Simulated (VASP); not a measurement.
ZnO (wurtzite): the band gap from VASP (plane waves, PAW) at several levels of theory. Gaps are without spin-orbit coupling. Each level names its cell: its own relaxed one, PBE's, or the starting one. A gap is the smallest over the k-mesh and a band path; hybrids may have named points in place of the path, and GW has the mesh alone. mBJ is a potential without an energy functional, so only the levels count.

| level | band gap (eV) | error against measurement (eV) |
|---|---|---|
| LDA (own cell) | 0.80 | -2.80 |
| PBE (own cell) | 0.72 | -2.88 |
| PBEsol (own cell) | 0.68 | -2.92 |
| RPBE (own cell) | 0.76 | -2.84 |
| AM05 (starting cell) | 0.80 | -2.80 |
| PBE-D3(BJ) (own cell) | 0.75 | -2.85 |
| PBE-D4 (own cell) | 0.76 | -2.84 |
| optB88-vdW (own cell) | 0.80 | -2.80 |
| rev-vdW-DF2 (own cell) | 0.75 | -2.85 |
| revTPSS (own cell) | 0.69 | -2.91 |
| SCAN (own cell) | 1.17 | -2.43 |
| r2SCAN (own cell) | 1.23 | -2.37 |
| r2SCAN+rVV10 (own cell) | 1.18 | -2.42 |
| mBJ (TB09) (PBE cell) | 2.53 | -1.07 |

Measured: 3.60 eV (as given by Wei Chen et al., Physical Review Materials (2018), doi:10.1103/physrevmaterials.2.073803; zero-point renormalisation of 0.16 eV added back (the table's ZPR column)).

The cell of the LDA (own cell) run:

```xyz
4
Lattice="1.5975 -2.7670 0.0000 1.5975 2.7670 0.0000 0.0000 0.0000 5.1636" Properties=species:S:1:pos:R:3 pbc="T T T"
Zn     1.5975    -0.9223     2.5909
Zn     1.5975     0.9223     0.0091
O      1.5975    -0.9223     4.5451
O      1.5975     0.9223     1.9634
```

Only levels that ran to the end are used. Left out are those held back, those with too coarse a band path, GW runs whose mesh misses a band edge, hybrids' fits of cells that aren't cubic and levels without matching references; a question may draw on a part of the rest.

The compound is ZnO in the wurtzite structure.
